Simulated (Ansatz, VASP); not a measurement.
## Cross-check of HfO2 between VASP and Ansatz

Wanted: the spread between two codes on one cell, functional and k mesh. Of the first pair: The structure shown is the end of the Ansatz relaxation below.

Program: Ansatz 0.2.0. Level of theory: plane waves, with VASP 6.6.1 beside it; single point at LDA. Results are calculated unless marked as measured.

## 1. Starting point

The cell holds 3 atoms: 1 Hf and 2 O. Cell: a = 3.196 Å, b = 3.196 Å, c = 28.308 Å, α = 90.0°, β = 90.0°, γ = 120.0°. Vacuum lies along c.

## 2. Ansatz: relaxation, LDA

Ansatz runs on its default PAW (the set named soft_2) files.

This run makes the geometry at which the two programs are then compared.

input.yaml

```yaml
crystal:
  lattice:
    - [3.195824426, 0.0, 0.0]
    - [-1.597912213, 2.7676651389, 0.0]
    - [0.0, 0.0, 28.308]
  atoms:
    - { symbol: Hf, position: [0.0, 0.0, 0.3532570298] }
    - { symbol: O, position: [0.3333333333, 0.6666666667, 0.3869659292] }
    - { symbol: O, position: [0.6666666667, 0.3333333333, 0.3195481304] }
  periodic: [true, true, false]
kpoints:
  mp_grid: { grid: [9, 9, 1] }
hamiltonian:
  xc: lda
scf:
  occupations: { method: gaussian, width: 0.02 }
output:
  forces: true
  stress: true
  eigenvalues: true
relax:
  adjacent_minimum: "off"
  f_tol: 0.005
  max_steps: 80
  cell: { stress_2d_tol: 0.02 }
```

On the command line:

```console
ansatz run input.yaml --threads 4 --pin off --max-ram 14336MiB --backend cpu --events-out ev --progress --plain --runs-dir out
```

Numbers of over 12 decimals in the logs are rounded to 6 here.

Output:

```text
Engine: ansatz 0.2.0, x86_64-unknown-linux-gnu
Pseudopotentials: kind: paw
Pseudopotential: Hf, paw, valence charge 26, recommended cutoff 420 eV (normal), Hf.paw.azcp
Pseudopotential: O, paw, valence charge 6, recommended cutoff 420 eV (normal), O.paw.azcp
Functional definition: SPW92
  exchange = slater_x
  correlation = pw_c
Crystal: 3 atoms, lattice volume = 250.383 Å³
Basis set: ecut = 420 eV, 4943 PW (Γ)
Bands: 23, of which v1, the nominal top of the filled ones, is band 19 counted from 1 (18 counted from 0)
Symmetry: 12 space group operations
Space group: P-3m1 (ITA 164), of the structure as read, at distance tolerance 6.3e-5 Å
k-points: 12 of 81
Non-local potential: Hf, projectors of the file, l = 0: 3, l = 1: 2, l = 2: 2, l = 3: 3
Non-local potential: O, projectors of the file, l = 0: 2, l = 1: 2, l = 2: 1
PAW form: soft (Blöchl's): semilocal exchange-correlation on the pseudo side does not see the compensation charge
PAW frozen core: Hf, regenerated for the run's functional, and the local potential with it (the file was generated under x = pbe(κ = 0.804, μ = 0.219515), c = pbe(β = 0.066725))
PAW frozen core: O, regenerated for the run's functional, and the local potential with it (the file was generated under x = pbe(κ = 0.804, μ = 0.219515), c = pbe(β = 0.066725))
PAW one-centre angular grid: Hf, 590 points (default); XC on 64 Gauss nodes
PAW one-centre angular grid: O, 110 points (default); XC on 64 Gauss nodes
Initial density: superposition of atomic densities (neutral atoms: chi_scale 0, normalization atom), corrected by the library's trained network
Initial wavefunctions: pseudopotential atomic-orbital guess
Functional: x = slater, c = lda
SCF iter   1: F=—  HF=-16592.174439 eV  |F-HF|=—  |Δ(HF+E_count)|=         —  Δρ=8.25e-3  dr2=1.75e-1  ethr=1.77e-3  ⟨swp⟩=12.3  Hψ=2016  notcnv=0
preconditioner: auto → none  [insulator: Δε(μ)=4.682 eV  Ē_g=17.692 eV  σ=0.020 eV  W_gap=1.00  n_scr=16 (ndim 8)  ℏωp=14.1 eV  f_vac=0.831  D(μ)=0.00/eV (n_scr^D=0)  ε∞_Penn≈1.6]
SCF iter   2: F=—  HF=-16592.163384 eV  |F-HF|=—  |Δ(HF+E_count)|=   1.11e-2  Δρ=7.31e-3  dr2=1.09e-1  ethr=4.60e-4  ⟨swp⟩=4.1  Hψ=762  notcnv=0
SCF iter   3: F=—  HF=-16592.134693 eV  |F-HF|=—  |Δ(HF+E_count)|=   2.87e-2  Δρ=8.90e-4  dr2=8.54e-4  ethr=2.86e-4  ⟨swp⟩=2.9  Hψ=630  notcnv=0
SCF iter   4: F=—  HF=-16592.135139 eV  |F-HF|=—  |Δ(HF+E_count)|=   4.45e-4  Δρ=1.61e-4  dr2=5.54e-5  ethr=2.25e-6  ⟨swp⟩=3.5  Hψ=769  notcnv=0
SCF iter   5: F=—  HF=-16592.135169 eV  |F-HF|=—  |Δ(HF+E_count)|=   3.01e-5  Δρ=6.63e-5  dr2=6.02e-6  ethr=1.46e-7  ⟨swp⟩=3.5  Hψ=626  notcnv=0
SCF iter   6: F=—  HF=-16592.135173 eV  |F-HF|=—  |Δ(HF+E_count)|=   4.19e-6  Δρ=1.84e-5  dr2=8.45e-7  ethr=1.58e-8  ⟨swp⟩=3.2  Hψ=613  notcnv=0
iter 7 did not close the SCF: its close was put off until two iterations running show no level that it waits for move by more than its bar (scf_convergence_deferred on its scf_iter line)
SCF iter   7: F=-16592.135173 eV  HF=-16592.135173 eV  |F-HF|=4.62e-8  |Δ(HF+E_count)|=   2.20e-7  Δρ=4.50e-6  dr2=5.45e-8  ethr=2.63e-10  ⟨swp⟩=10.7  Hψ=2086  notcnv=0
SCF iter   8: F=-16592.135173 eV  HF=-16592.135173 eV  |F-HF|=1.85e-9  |Δ(HF+E_count)|=   1.27e-8  Δρ=6.32e-7  dr2=1.02e-9  ethr=1.43e-10  ⟨swp⟩=4.2  Hψ=1368  notcnv=0
SCF 1 converged in 8 iterations: F = -16592.135173 eV  dr2 = 1.02e-9
  greatest PAW one-centre occupation: 0.999 electrons in one spin orbital (limit 2), on the Hf atom at site 0 (counted from 0), in its partial waves of l = 3
relax step   1: F+E_penalty+E_count = -16592.13517260 eV  Δ(F+E_penalty+E_count) = +0.000e0 eV  max|allowed force component| = 4.191e-5 eV/Å  Δτ_max = 0.0000 Å  P = -0.008 N/m  Ω = 250.383 Å³  fix = [c, alpha, beta]  reactions: c -0.000 N/m  (8 SCF iters, dr2 threshold 1.00e-7 eV, accepted)
Initial density: handed on by an earlier stage of this run
Initial wavefunctions: pseudopotential atomic-orbital guess (no wavefunctions were taken with the density)
iter 1 solved again at ethr=1.48e-7 eV; its pass at ethr=3.10e-3 eV (dr2=5.62e-5 eV) is discarded
SCF iter   1: F=—  HF=-16592.135180 eV  |F-HF|=—  |Δ(HF+E_count)|=         —  Δρ=1.13e-6  dr2=1.75e-9  ethr=1.48e-7  ⟨swp⟩=6.4  Hψ=3416  notcnv=0
eigensolver tolerance schedule: the retry pair's looser diagonalisation over-reported the residual by 32127.64 of it (diagonalisation noise at an unbounded share of the residual, at the tolerance the schedule requests for it); recorded, not acted on — ethr = c·dr2/N_el stays at c = 1.0e-1
preconditioner: auto → none  [insulator: Δε(μ)=4.923 eV  Ē_g=17.703 eV  σ=0.020 eV  W_gap=1.00  n_scr=16 (ndim 8)  ℏωp=14.1 eV  f_vac=0.829  D(μ)=0.00/eV (n_scr^D=0)  ε∞_Penn≈1.6]
SCF iter   2: F=—  HF=-16592.135173 eV  |F-HF|=—  |Δ(HF+E_count)|=   7.32e-6  Δρ=7.02e-7  dr2=9.79e-10  ethr=4.60e-12  ⟨swp⟩=7.1  Hψ=1364  notcnv=0
SCF iter   3: F=—  HF=-16592.135173 eV  |F-HF|=—  |Δ(HF+E_count)|=  3.09e-10  Δρ=3.31e-7  dr2=1.55e-10  ethr=2.58e-12  ⟨swp⟩=3.0  Hψ=513  notcnv=0
SCF iter   4: F=—  HF=-16592.135173 eV  |F-HF|=—  |Δ(HF+E_count)|=  5.09e-11  Δρ=1.65e-7  dr2=4.66e-11  ethr=1.00e-12  ⟨swp⟩=3.2  Hψ=579  notcnv=0
SCF iter   5: F=—  HF=-16592.135173 eV  |F-HF|=—  |Δ(HF+E_count)|=  2.55e-11  Δρ=3.48e-8  dr2=3.72e-12  ethr=1.00e-12  ⟨swp⟩=2.2  Hψ=358  notcnv=0
SCF iter   6: F=-16592.135173 eV  HF=-16592.135173 eV  |F-HF|=6.18e-11  |Δ(HF+E_count)|=  3.27e-11  Δρ=2.24e-8  dr2=7.53e-13  ethr=1.00e-12  ⟨swp⟩=12.2  Hψ=2000  notcnv=0
SCF 2 converged in 6 iterations: F = -16592.135173 eV  dr2 = 7.53e-13
relax step   2: F+E_penalty+E_count = -16592.13517260 eV  Δ(F+E_penalty+E_count) = -1.295e-9 eV  max|allowed force component| = 7.759e-5 eV/Å  Δτ_max = 0.0000 Å  P = -0.008 N/m  Ω = 250.383 Å³  fix = [c, alpha, beta]  reactions: c -0.000 N/m  stress off target by 7.75e-3 N/m on what of the cell is left free  SCF on the basis re-selected at this cell (its energy is not comparable with the rows above)  (6 SCF iters)
basis re-selected at this cell: Δ(F+E_penalty+E_count) = -1.295e-9 eV, ΔP = +0.000 N/m vs the last step (what re-selecting the basis moved, of the pressure what is left beyond the Pulay correction that the steps carried, after the strain that the cell walked since its last selection, with what the two solves' SCF thresholds leave and, on support functions, any second-order correction that the steps lacked; it is no m [...]
SCF converged after 6 iterations
Free energy (F): -16592.135173 eV
Harris-Foulkes:  -16592.135173 eV  (|F-HF|=6.18e-11)
Internal energy: -16592.135173 eV  (E = F + TS)
E sigma→0 (E₀):  -16592.135173 eV
Fermi energy:    -5.756081 eV
--- Per-component energies (eV) ---
  E_band       = -824.695380
  E_kinetic    = 771.343880
  E_local      = -98289.509926  (includes V_loc(G=0)·N_el)
  E_nonlocal   = -1130.951067
  E_hartree    = 48467.934150
  E_xc         = -442.145049
  E_vxc        = -452.542214  (∫ρ·V_xc dr)
  E_paw        = -6980.547674  (= ΣΔE_a)
  E_vpaw       = 1341.090651  (= ΣTr[D̂ρ^β])
  E_aug_tail   = 0.005054  (compensation charges beyond the density's cutoff)
  E_ewald      = 41009.084373
  E_core_change = 2.651086  (= ΣΔE_core)
  E_smearing   = -0.000000  (= −TS)
  E_closure    = 0.000000  (closes the sum)
  Σ components = -16592.135173   (vs F -16592.135173, Δ=0.00e0)
--- Forces (eV/Å), atoms counted from 1 ---
  atom   1  Hf     0.00000000     0.00000000     0.00000000
  atom   2  O     -0.00000000    -0.00000000     0.00007759
  atom   3  O      0.00000000     0.00000000    -0.00007759
  max |Σ_I F_I| component: 7.06e-23 eV/Å
--- 2D stress c σ (N/m, compression-positive) ---
       -0.007752      -0.000000       0.000000
       -0.000000      -0.007752       0.000000
        0.000000       0.000000       0.000000
  P = ½ c Tr σ = -0.0078 N/m
--- Band table (eV; the first three rows and the last of 12) ---
  k-point 0: bands = [... 15 lower, -11.6132, -8.8853, -8.3780, -8.3780, -3.0152, -3.0152, -2.5386, -0.5963]
  k-point 1: bands = [... 15 lower, -11.4558, -8.9593, -8.6524, -8.5679, -3.0341, -2.7054, -2.1823, -0.4991]
  k-point 2: bands = [... 15 lower, -11.1222, -9.8339, -8.9370, -8.3404, -3.1174, -2.0081, -1.7311, -0.2911]
  k-point 11: bands = [... 15 lower, -11.1975, -9.3607, -9.3607, -8.8295, -3.1329, -1.6521, -1.6521, 2.3331]
--- Relaxed structure (1 steps of the walk, 1 accepted, 1 SCFs on fresh bases) ---
  F+E_penalty+E_count = -16592.13517260 eV   max|allowed force component| = 7.759e-5 eV/Å   (the final SCF, on the basis selected at the relaxed cell)
  cell:  # Å, volume = 250.3835 Å³
    - [3.195824, 0.0, 0.0]
    - [-1.597912, 2.767665, 0.0]
    - [0.0, 0.0, 28.308]
  atoms:
    - { symbol: Hf, position: [0.0, 0.0, 0.353257] }
    - { symbol: O, position: [0.333333, 0.666667, 0.3869659292] }
    - { symbol: O, position: [0.666667, 0.333333, 0.319548] }
```

Reading the cycles: dr2 is the Hartree energy of the density residual (eV), the measure of convergence; HF is the Harris–Foulkes estimate of the energy, which meets the free energy F at convergence.

## 3. VASP: single point, LDA, relaxed cell, pair 1

The same cell, functional (in two slightly different forms), mesh and smearing now go to VASP, with its own data sets.

Lines of VASP's logs that name or quote its potential files are left out, and so is its time.

INCAR

```
SYSTEM = HfO2
PREC = Accurate
ENCUT = 520
EDIFF = 1E-06
NELM = 120
ISMEAR = 0
SIGMA = 0.02
LREAL = .FALSE.
ALGO = Normal
GGA = PW92
NBANDS = 17
LASPH = .TRUE.
LORBIT = 11
LWAVE = .FALSE.
LCHARG = .FALSE.
ISIF = 2
LDIPOL = .TRUE.
IDIPOL = 3
DIPOL = 0.5 0.5 0.353
LVHAR = .TRUE.
GGA_COMPAT = .FALSE.
EFERMI = MIDGAP
NELMDL = -8
```

POSCAR

```
HfO2
1.0
    3.1958244260      0.0000000000      0.0000000000
   -1.5979122130      2.7676651389      0.0000000000
    0.0000000000      0.0000000000     28.3080000000
Hf O
1 2
Direct
    0.0000000000      0.0000000000      0.3532570298
    0.3333333333      0.6666666667      0.3869659292
    0.6666666667      0.3333333333      0.3195481304
```

KPOINTS

```
Automatic mesh
0
Gamma
9 9 1
0 0 0
```

PAW data sets: Hf_pv and O (LDA family, release 64).

On the command line:

```console
mpirun -np 1 vasp_std
```

Output:

```text
[banner, memory and clock lines left out]
running    1 mpi-ranks, on    1 nodes
 distrk:  each k-point on    1 cores,    1 groups
 distr:  one band on    1 cores,    1 groups

 POSCAR found type information on POSCAR HfO
 POSCAR found :  2 types and       3 ions
|                                                                             |
|               ----> ADVICE to this user running VASP <----                  |
|                                                                             |
|     You enforced a specific xc type in the INCAR file but a different       |
|     [... a line on the potential file left out ...]
|     I HOPE YOU KNOW WHAT YOU ARE DOING!                                     |
|                                                                             |

 LDA part: xc-table for (Slater(with rela. corr.)+PW92), standard interpolation
 POSCAR, INCAR and KPOINTS ok, starting setup
 FFT: planning ... GRIDC
 FFT: planning ... GRID_SOFT
 FFT: planning ... GRID
 WAVECAR not read
 entering main loop
       N       E                     dE             d eps       ncg     rms          rms(c)
DAV:   1     0.145635859874E+03    0.14564E+03   -0.10367E+04   512   0.956E+02
DAV:   2    -0.180847282650E+02   -0.16372E+03   -0.15457E+03   590   0.216E+02
DAV:   3    -0.372966651468E+02   -0.19212E+02   -0.19158E+02   493   0.805E+01
DAV:   4    -0.376055579766E+02   -0.30889E+00   -0.30822E+00   598   0.114E+01
DAV:   5    -0.376094419851E+02   -0.38840E-02   -0.38821E-02   528   0.121E+00
DAV:   6    -0.376095488608E+02   -0.10688E-03   -0.10685E-03   583   0.197E-01
DAV:   7    -0.376095526405E+02   -0.37798E-05   -0.37796E-05   560   0.345E-02
DAV:   8    -0.376095527738E+02   -0.13321E-06   -0.13325E-06   559   0.621E-03    0.628E+01
DAV:   9    -0.325230272559E+02    0.50865E+01   -0.28998E+01   447   0.345E+01    0.523E+01
DAV:  10    -0.323567259519E+02    0.16630E+00   -0.29807E+00   490   0.127E+01    0.148E+01
DAV:  11    -0.322304471680E+02    0.12628E+00   -0.78696E-01   600   0.521E+00    0.174E+00
DAV:  12    -0.322238589879E+02    0.65882E-02   -0.32899E-02   557   0.134E+00    0.184E+00
DAV:  13    -0.322234732977E+02    0.38569E-03   -0.31063E-03   591   0.389E-01    0.592E-01
DAV:  14    -0.322236328244E+02   -0.15953E-03   -0.65979E-04   520   0.183E-01    0.242E-01
[...]
DAV:  19    -0.322249681422E+02   -0.20947E-03   -0.11023E-05   597   0.125E-02    0.142E-02
DAV:  20    -0.322250509554E+02   -0.82813E-04   -0.40771E-06   554   0.733E-03    0.565E-03
DAV:  21    -0.322251303405E+02   -0.79385E-04   -0.66037E-06   500   0.769E-03    0.766E-04
DAV:  22    -0.322251386390E+02   -0.82985E-05   -0.13687E-07   523   0.172E-03    0.172E-03
DAV:  23    -0.322251549292E+02   -0.16290E-04   -0.51752E-07   394   0.222E-03    0.583E-04
DAV:  24    -0.322251577409E+02   -0.28117E-05   -0.75237E-08   476   0.863E-04    0.329E-04
DAV:  25    -0.322251595901E+02   -0.18491E-05   -0.11816E-08   443   0.504E-04    0.172E-04
DAV:  26    -0.322251598462E+02   -0.25615E-06   -0.14135E-09   381   0.223E-04
   1 F= -.32225160E+02 E0= -.32225160E+02  d E =0.000000E+00
```

Parts of OUTCAR (step 3):

```text
ion  position               nearest neighbor table
   1  0.000  0.000  0.353-   3 2.08   2 2.08   3 2.08   2 2.08   3 2.08   2 2.08
   2  0.333  0.667  0.387-   1 2.08   1 2.08   1 2.08
   3  0.667  0.333  0.320-   1 2.08   1 2.08   1 2.08

  LATTYP: Found a hexagonal cell.
 ALAT       =     3.1958244260
 C/A-ratio  =     8.8578082606

 Subroutine GETGRP returns: Found 12 space group operations
 (whereof  6 operations were pure point group operations)

The static configuration has the point symmetry C_3v.
 The point group associated with its full space group is D_3d.

 Found     12 irreducible k-points:

   k-points           NKPTS =     12   k-points in BZ     NKDIM =     12   number of bands    NBANDS=     17

   dimension x,y,z NGX =    24 NGY =   24 NGZ =  216
   dimension x,y,z NGXF=    48 NGYF=   48 NGZF=  432

   ENCUT  =  520.0 eV  38.22 Ry    6.18 a.u.   5.94  5.94 52.63*2*pi/ulx,y,z

   NELECT =      22.0000    total number of electrons

 k-points in reciprocal lattice and weights: Automatic mesh
   0.00000000  0.00000000  0.00000000       0.012
   0.11111111  0.00000000  0.00000000       0.074
   0.22222222  0.00000000  0.00000000       0.074
   0.33333333 -0.00000000  0.00000000       0.074
   0.44444444  0.00000000  0.00000000       0.074
   0.11111111  0.11111111  0.00000000       0.074
   0.22222222  0.11111111  0.00000000       0.148
   0.33333333  0.11111111  0.00000000       0.148
   0.44444444  0.11111111  0.00000000       0.074
   0.22222222  0.22222222  0.00000000       0.074
   0.33333333  0.22222222  0.00000000       0.148
   0.33333333  0.33333333  0.00000000       0.025

 dipolmoment           0.000000      0.000000      0.000003 electrons x Angstroem

 average (electrostatic) potential at core
       1 -47.2442       2 -80.7392       3 -80.7392

 E-fermi :  -4.3439

 k-point     1 :       0.0000    0.0000    0.0000
  band No.  band energies     occupation
    ...
      7     -10.5713      2.00000
      8     -10.1544      2.00000
      9      -7.5285      2.00000
     10      -7.0195      2.00000
     11      -7.0195      2.00000
     12      -1.6099      0.00000
     13      -1.6099      0.00000
     14      -1.0730      0.00000
     15       0.8715      0.00000
     16       0.9653      0.00000
    ...

 k-point     2 :       0.1111    0.0000    0.0000
  band No.  band energies     occupation
    ...
      7     -10.4086      2.00000
      8     -10.0046      2.00000
      9      -7.5956      2.00000
     10      -7.2857      2.00000
     11      -7.2004      2.00000
     12      -1.6261      0.00000
     13      -1.3015      0.00000
     14      -0.7261      0.00000
     15       0.9650      0.00000
     16       1.0614      0.00000
    ...

 k-point     3 :       0.2222    0.0000    0.0000
  band No.  band energies     occupation
    ...
      7     -10.0097      2.00000
      8      -9.6942      2.00000
      9      -8.4383      2.00000
     10      -7.5515      2.00000
     11      -6.9565      2.00000
     12      -1.7031      0.00000
     13      -0.6049      0.00000
     14      -0.2990      0.00000
     15       1.1591      0.00000
     16       1.5834      0.00000
    ...

  Total       -0.6176384     -0.6176384     -0.4003951      0.0000000      0.0000000      0.0000000
  in kB       -3.9522032     -3.9522032     -2.5620857      0.0000000      0.0000000      0.0000000
  external PRESSURE =      -3.4888307 kB  Pullay stress =       0.0000000 kB

  energy-cutoff  :      520.00
  volume of cell :      250.38
      direct lattice vectors                 reciprocal lattice vectors
     3.195824426  0.000000000  0.000000000     0.312908304  0.180657693  0.000000000
    -1.597912213  2.767665139  0.000000000     0.000000000  0.361315387  0.000000000
     0.000000000  0.000000000 28.308000000     0.000000000  0.000000000  0.035325703

 POSITION                                       TOTAL-FORCE (eV/Angst)
 -----------------------------------------------------------------------------------
      0.00000      0.00000     10.00000        -0.000000     -0.000000     -0.000000
     -0.00000      1.84511     10.95423         0.000000     -0.000000     -0.185436
      1.59791      0.92256      9.04577        -0.000000      0.000000      0.185436
 -----------------------------------------------------------------------------------
    total drift:                                0.000000      0.000000      0.000100

  FREE ENERGIE OF THE ION-ELECTRON SYSTEM (eV)
  ---------------------------------------------------
  free  energy   TOTEN  =       -32.2251598462 eV

  energy  without entropy=      -32.2251598462  energy(sigma->0) =      -32.22515985

 vacuum level on the upper side and lower side of the slab         1.458         1.458

 total charge
# of ion       s       p       d       tot
------------------------------------------
    1        0.331   6.732   1.588   8.650
    2        1.556   3.506   0.000   5.061
    3        1.556   3.506   0.000   5.061
--------------------------------------------------
tot          3.442  13.743   1.588  18.773

[... 3 further parts left out ...]
```

The run ends at a pressure of -0.35 GPa, with forces up to 0.19 eV/Å.

## 4. Differences

Known differences besides the potentials themselves: Ansatz cuts the interaction across the vacuum, VASP repeats the sheet with a dipole correction; the data sets hold 38 valence electrons in Ansatz (on its default PAW (the set named soft_2) files) and 22 in VASP; the cutoff is 420 eV in Ansatz and 520 eV in VASP; VASP's log shows a relativistic correction to its local exchange, Ansatz's none. Total energies have different zeros and are not compared.

Both answers:

```
              quantity  Ansatz   VASP  difference
gap on the k mesh (eV)   4.923  4.949      -0.026
```

Forces (eV/Å; atoms numbered as in POSCAR):

```
atom       Ansatz x, y, z          VASP x, y, z
 Hf1  0.000, 0.000, 0.000   0.000, 0.000, 0.000
  O2  0.000, 0.000, 0.000  0.000, 0.000, -0.185
  O3  0.000, 0.000, 0.000   0.000, 0.000, 0.185
```

The forces differ by 87 meV/Å r.m.s., where the r.m.s. force is 0.000 eV/Å in Ansatz and 0.087 eV/Å in VASP: the atoms lie near their places of rest in Ansatz, so a percentage would say little (all taken over all components). A gap on the mesh is an upper bound, since the band edges may lie between its points; neither run holds spin-orbit coupling, which can move the band edges of a compound of Hf. With vacuum in the cell, a pressure given here is an average over mostly empty space and none of the material.

## 5. Other set-ups

Further runs change the set-up of one program: Ansatz's method, potentials or start, or VASP's data sets, cutoff or form of LDA. The table gives Ansatz less VASP for each quantity, since a change that brings one quantity closer may part another.

```
                                run  r.m.s. force difference (meV/Å)  gap on the k mesh (eV)
                           as above                               87                  -0.026
VASP with the data sets Hf_sv and O                               43                  -0.029
```

[end of part 1 of 2]

[Lines on the potential files, build, host, timing and source positions are cut from VASP's logs without a mark.]

[Logs are printed without paths, hosts, clocks, repeated set-up lines and the standing remarks that a program may print on its own settings, such as how far it seeks lower states.]

[Hosts, paths, dates, database ids (printed as entryN), source tags and the programs' standing remarks are cut or masked in the printed files.]
